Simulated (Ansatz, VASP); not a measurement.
# Cross-check of SnTe between VASP and Ansatz, part 2 of 2

Wanted: the spread between two codes on one cell, functional and k mesh. Of the first pair: The structure shown is the end of the Ansatz relaxation below.

VASP 6.6.1 and Ansatz 0.2.0.

So far. Step 3 (VASP: single point, LDA): The run ends at a pressure of 1.54 GPa.

## (6) VASP: zone-centre phonons, LDA, pair 2

Level of this step: LDA; plane waves and PAW (Sn_d, Te) (VASP).

The same cell, functional (in two slightly different forms), mesh and smearing now go to VASP, with its own data sets.

Contents of INCAR:

```
SYSTEM = SnTe
PREC = Accurate
ENCUT = 500
EDIFF = 1E-08
NELM = 120
ISMEAR = 0
SIGMA = 0.01
LREAL = .FALSE.
ALGO = Normal
GGA = PW92
NBANDS = 16
LORBIT = 11
LWAVE = .FALSE.
LCHARG = .FALSE.
ISIF = 2
IBRION = 8
LASPH = .TRUE.
GGA_COMPAT = .FALSE.
EFERMI = MIDGAP
KPAR = 2
```

Contents of POSCAR:

```
SnTe
1.0
    0.0000000000      3.1178452280      3.1178452280
    3.1178452280      0.0000000000      3.1178452280
    3.1178452280      3.1178452280      0.0000000000
Sn Te
1 1
Direct
    0.0000000000      0.0000000000      0.0000000000
    0.5000000000      0.5000000000      0.5000000000
```

Contents of KPOINTS:

```
Automatic mesh
0
Gamma
12 12 12
0 0 0
```

PAW data sets: Sn_d and Te (LDA family, release 64).

Started as:

```bash
mpirun -np 2 vasp_std
```

Numbers of over 12 decimals in the logs are rounded to 6 here.

Output:

```text
[banner, memory and clock lines left out]
running    2 mpi-ranks, on    1 nodes
[...]
[... a notice as in an earlier step ...]

 LDA part: xc-table for (Slater(with rela. corr.)+PW92), standard interpolation
 POSCAR, INCAR and KPOINTS ok, starting setup
[...]
entering main loop
       N       E                     dE             d eps       ncg     rms          rms(c)
DAV:   1     0.123674477701E+03    0.12367E+03   -0.93331E+03  2312   0.141E+03
DAV:   2     0.165848674775E+01   -0.12202E+03   -0.11939E+03  2512   0.354E+02
DAV:   3    -0.858801472539E+01   -0.10247E+02   -0.10189E+02  2944   0.890E+01
DAV:   4    -0.886958375772E+01   -0.28157E+00   -0.28151E+00  2728   0.160E+01
[...]
DAV:  13    -0.882415223321E+01    0.24627E-07   -0.15757E-07  2976   0.236E-03    0.472E-03
DAV:  14    -0.882415220499E+01    0.28224E-07   -0.74188E-08  2928   0.351E-03    0.216E-03
DAV:  15    -0.882415220371E+01    0.12774E-08   -0.22763E-08  2384   0.850E-04
   1 F= -.88241522E+01 E0= -.88241522E+01  d E =-.914054E-52
[...]
RMM:  15    -0.222661970721E+00   -0.67008E-07    0.22087E-08 10726   0.219E-05    0.536E-05
RMM:  16    -0.222662021156E+00   -0.50435E-07    0.90739E-09 10479   0.165E-05    0.127E-06
RMM:  17    -0.222662027693E+00   -0.65372E-08    0.66797E-09  8561   0.124E-05    0.990E-06
 first order change of Fermi-energy   0.11442E-03
 force on displaced ion       1 direction 1 :  -0.265   0.000   0.000
 Linear response progress:
  Degree of freedom:   2/  2
       N       E                     dE             d eps       ncg     rms          rms(c)
RMM:   1    -0.479630551415E-01   -0.47963E-01    0.63986E-02 11132   0.887E-01
RMM:   2    -0.484119627793E-01   -0.44891E-03   -0.20477E-03  9795   0.223E-01    0.676E-02
RMM:   3    -0.485630199454E-01   -0.15106E-03   -0.16829E-04  9897   0.642E-02    0.488E-02
RMM:   4    -0.487907187084E-01   -0.22770E-03   -0.25618E-05  9789   0.316E-02    0.572E-03
[...]
RMM:  10    -0.487967263339E-01   -0.32004E-07    0.40669E-07 10783   0.169E-05    0.330E-06
RMM:  11    -0.487967054110E-01    0.20923E-07    0.22814E-08  9824   0.795E-06    0.850E-07
RMM:  12    -0.487967055141E-01   -0.10307E-09   -0.44355E-09  7225   0.540E-06    0.345E-07
 first order change of Fermi-energy   0.60385E-04
 force on displaced ion       2 direction 1 :  -0.247   0.000   0.000
 Linear response finished
```

OUTCAR, selected parts (step 6):

```text
  Total        0.0230883      0.0230883      0.0230883      0.0000000      0.0000000      0.0000000
  in kB        0.6102516      0.6102516      0.6102516      0.0000000      0.0000000      0.0000000
  external PRESSURE =       0.6102516 kB  Pullay stress =       0.0000000 kB

 POSITION                                       TOTAL-FORCE (eV/Angst)
 -----------------------------------------------------------------------------------
      0.00000      0.00000      0.00000        -0.000000      0.000000     -0.000000
      3.11785      3.11785      3.11785         0.000000     -0.000000      0.000000
 -----------------------------------------------------------------------------------
    total drift:                                0.000000     -0.000000     -0.000000

[... 2 further parts left out ...]
```

## (7) Side by side

What differs besides the data sets and the points named for the pairs above, as far as they apply: the data sets hold 30 valence electrons in Ansatz (on its PAW soft_1 files) and 20 in VASP. Total energies have different zeros and are not compared.

Both answers:

```
                  quantity  Ansatz  VASP  difference
optical mode 1 to 3 (cm⁻¹)    28.7  33.7        -5.0
```

Modes are paired by rising frequency, not by their patterns, so a pair may set unlike modes beside each other; they are those without the splitting of longitudinal modes.

## (8) Ansatz: zone-centre phonons, LDA, pair 3

Second derivatives magnify differences that forces hide, and they need a tight electronic threshold. The cell compared in this pair holds 55.98 Å³, against 60.62 Å³ for the pair before.

The cell is taken from a series of runs on this material, whose earlier steps may have relaxed, scaled, displaced or heated it; both programs get it as it stands.

Contents of input.yaml:

```yaml
crystal:
  lattice:
    - [0.0, 2.9931314189, 3.1244443866]
    - [2.9931314189, 0.0, 3.1244443866]
    - [2.9931314189, 2.9931314189, 0.0]
  atoms:
    - { symbol: Sn, position: [0.0, 0.0, 0.0] }
    - { symbol: Te, position: [0.5, 0.5, 0.5] }
kpoints:
  mp_grid: { grid: [12, 12, 12] }
hamiltonian:
  xc: lda
  pseudopotentials: { kind: paw, azcp: { folder: soft_1 }, xc_functional: pbe }
scf:
  occupations: { method: gaussian, width: 0.01 }
output:
  eigenvalues: true
phonons:
  method: dfpt
```

Started as:

```bash
ansatz run input.yaml --threads 4 --pin off --max-ram 10240MiB --backend cpu --events-out ev --progress --plain --runs-dir out
```

Output:

```text
zone centre: on kpoints.mp_grid the ground state, and the responses unless they are solved on pairs of k-points, stand on 280 of the mesh's 1728 k-points, reduced under 8 symmetry operations, with k and −k counted as one. Each operation leaves every solved displacement unchanged or reverses it
[...]
Crystal: 2 atoms, lattice volume = 55.983 Å³
[...]
k-point 1: bands = [... 11 lower, 6.2431, 8.5737, 8.7981, 9.2215, 13.5976, 14.6339, 14.6522, 15.6735]
  k-point 2: bands = [... 11 lower, 5.2221, 8.6451, 8.8803, 9.7968, 12.9051, 13.7837, 13.8861, 15.7537]
  k-point 279: bands = [... 11 lower, 4.7216, 4.8169, 6.9457, 6.9457, 12.9996, 16.7002, 16.7002, 17.8501]
[...]
ASR residual: 2.018e-4 → 0.000e0 eV/Å²; symmetrization residual: 6.560e-6 eV/Å²
  ASR residual per site (eV/Å²): 1.04e-4 2.02e-4
  Γ frequencies (cm⁻¹): 0.00 0.00 0.00 45.51 84.88 84.88
[...]
[key lines of the parts left out:]
SCF converged after 8 iterations
Free energy (F): -12707.305999 eV
Fermi energy:    11.115152 eV
```

## (9) VASP: zone-centre phonons, LDA, pair 3

The same cell, functional (in two slightly different forms), mesh and smearing now go to VASP, with its own data sets.

INCAR, as its differences from that of step 6:

```diff
@@ -18,3 +18,2 @@
 GGA_COMPAT = .FALSE.
-EFERMI = MIDGAP
 KPAR = 2
```

Contents of POSCAR:

```
SnTe
1.0
    0.0000000000      2.9931314189      3.1244443866
    2.9931314189      0.0000000000      3.1244443866
    2.9931314189      2.9931314189      0.0000000000
Sn Te
1 1
Direct
    0.0000000000      0.0000000000      0.0000000000
    0.5000000000      0.5000000000      0.5000000000
```

KPOINTS is that of step 6.

Started as:

```bash
mpirun -np 2 vasp_std
```

Output:

```text
[... set-up lines as in an earlier step ...]
 entering main loop
       N       E                     dE             d eps       ncg     rms          rms(c)
DAV:   1     0.122944336599E+03    0.12294E+03   -0.95044E+03  5288   0.145E+03
DAV:   2     0.135059363606E+01   -0.12159E+03   -0.11888E+03  5784   0.355E+02
DAV:   3    -0.849915218918E+01   -0.98497E+01   -0.97621E+01  6584   0.877E+01
DAV:   4    -0.875358168920E+01   -0.25443E+00   -0.25439E+00  6376   0.154E+01
[...]
DAV:  12    -0.871665489721E+01    0.29133E-06   -0.11085E-06  6640   0.114E-02    0.491E-03
DAV:  13    -0.871665488908E+01    0.81254E-08   -0.20623E-07  7136   0.440E-03    0.233E-03
DAV:  14    -0.871665488682E+01    0.22660E-08   -0.15204E-08  4520   0.744E-04
   1 F= -.87166549E+01 E0= -.87166461E+01  d E =-.175957E-04
 Linear response reoptimize wavefunctions to high precision
DAV:   1    -0.871665488693E+01   -0.11460E-09   -0.16897E-09  4632   0.467E-04
DAV:   2    -0.871665488692E+01    0.95497E-11   -0.25990E-10  3576   0.151E-04
 Linear response DOF=           4
 Linear response progress:
[...]
RMM:  10    -0.481195946463E-01   -0.14204E-07    0.44418E-07 18256   0.210E-05    0.349E-06
RMM:  11    -0.481195766409E-01    0.18005E-07    0.36088E-08 17644   0.775E-06    0.143E-06
RMM:  12    -0.481195804241E-01   -0.37833E-08   -0.81674E-09 14944   0.479E-06    0.359E-07
 first order change of Fermi-energy  -0.14679E-03
 force on displaced ion       2 direction 1 :  -1.761   0.000   0.000
 Linear response progress:
  Degree of freedom:   4/  4
       N       E                     dE             d eps       ncg     rms          rms(c)
RMM:   1    -0.476459557961E-01   -0.47646E-01    0.57707E-02 11091   0.902E-01
RMM:   2    -0.476811080045E-01   -0.35152E-04   -0.20511E-03  9738   0.232E-01    0.633E-02
RMM:   3    -0.478208472969E-01   -0.13974E-03   -0.18989E-04  9927   0.690E-02    0.435E-02
RMM:   4    -0.480130681485E-01   -0.19222E-03   -0.22756E-05  9772   0.306E-02    0.591E-03
[...]
RMM:  10    -0.480238913308E-01    0.10657E-07    0.40975E-07 10693   0.170E-05    0.315E-06
RMM:  11    -0.480238734551E-01    0.17876E-07    0.27579E-08  9828   0.643E-06    0.118E-06
RMM:  12    -0.480238782927E-01   -0.48377E-08   -0.10836E-08  7570   0.386E-06    0.235E-07
 first order change of Fermi-energy   0.30684E-03
 force on displaced ion       2 direction 3 :   0.000   0.000  -0.574
 Linear response finished
```

From OUTCAR (step 9):

```text
  Total        2.6620239      2.6620239      0.0417528      0.0000000     -0.0000000      0.0000000
  in kB       76.1847718     76.1847718      1.1949276      0.0000000     -0.0000000      0.0000000
  external PRESSURE =      51.1881571 kB  Pullay stress =       0.0000000 kB

 POSITION                                       TOTAL-FORCE (eV/Angst)
 -----------------------------------------------------------------------------------
      0.00000      0.00000      0.00000        -0.000000     -0.000000      0.000000
      2.99313      2.99313      3.12444         0.000000      0.000000      0.000000
 -----------------------------------------------------------------------------------
    total drift:                                0.000000     -0.000000     -0.000000

[... 2 further parts left out ...]
```

## (10) Comparison

What differs besides the data sets and the points named for the pairs above, as far as they apply: the data sets hold 30 valence electrons in Ansatz (on its PAW soft_1 files) and 20 in VASP. Total energies have different zeros and are not compared.

Both answers:

```
                  quantity  Ansatz  VASP  difference
     optical mode 1 (cm⁻¹)    45.5  50.2        -4.7
optical mode 2 to 3 (cm⁻¹)    84.9  88.0     -3.60 %
```

Modes are paired by rising frequency, not by their patterns, so a pair may set unlike modes beside each other; they are those without the splitting of longitudinal modes.

## (11) Summary of results

```yaml
difference_in_pressure_single_point_lda: -0.020 GPa
r_m_s_difference_of_the_optical_zone_centre_modes_each_program_s_sorted_by_frequency_zone_centre_phonons_lda_pair_2: 5.0 cm⁻¹
r_m_s_difference_of_the_optical_zone_centre_modes_each_program_s_sorted_by_frequency_zone_centre_phonons_lda_pair_3: 3.8 cm⁻¹
difference_in_optical_mode_2_to_3_zone_centre_phonons_lda_pair_3: -3.6 %
```

What this shows: The difference in pressure is -0.020 GPa (single point, LDA), within the 1 GPa picked in this series as the mark of a large difference. The data sets hold unlike numbers of valence electrons (30 in Ansatz and 20 in VASP), so part of the differences comes from the potentials. Among the rows given in per cent, the largest difference of the zone-centre phonons, LDA, pair 3 pair is in optical mode 2 to 3, -3.6 %. Such differences can come from data sets, numerical settings and the points named under the comparisons, not from the functional's error against experiment.

[Lines on the potential files, build, host, timing and source positions are cut from VASP's logs without a mark.]

[Logs are printed without paths, hosts, clocks, repeated set-up lines and the standing remarks that a program may print on its own settings, such as how far it seeks lower states.]

[Hosts, paths, dates, database ids (printed as entryN), source tags and the programs' standing remarks are cut or masked in the printed files.]
